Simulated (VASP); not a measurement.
Input:

```
CELL_PARAMETERS angstrom
      0.00000     2.73427     2.73427
      2.73427     0.00000     2.73427
      2.73427     2.73427     0.00000
ATOMIC_POSITIONS crystal
  Si 0.00000 0.00000 0.00000
  Si 0.25000 0.25000 0.25000
```

All values below come from PBE0 hybrid, VASP's PBE PAW potentials (set 64) (plane waves; VASP). Numerical set-up: 520 eV cut-off, 6×6×6 Γ-centred mesh, Gaussian smearing of 0.050 eV, potentials Si.

The path is coarsely sampled, so an indirect gap can come out somewhat too large.

### Question
Give the energies of bands 2 to 7 at the high-symmetry points, in eV from the valence-band maximum.

### Answer

| band | Γ | X | U | L | W |
|---|---|---|---|---|---|
| 2 | 0.00 | -8.70 | -8.04 | -7.71 | -8.52 |
| 3 | 0.00 | -3.12 | -4.68 | -1.32 | -4.18 |
| 4 | 0.00 | -3.12 | -2.65 | -1.32 | -4.18 |
| 5 | 3.98 | 1.99 | 2.52 | 2.82 | 5.75 |
| 6 | 3.98 | 1.99 | 5.63 | 4.83 | 5.75 |
| 7 | 3.98 | 12.04 | 9.26 | 4.83 | 6.62 |

The gap is indirect, 1.88 eV, from the valence maximum at Γ to the conduction minimum at Γ-X at 0.75.

The compound is Si in the diamond structure. It was relaxed first. The cell's shape comes from a PBE relaxation.
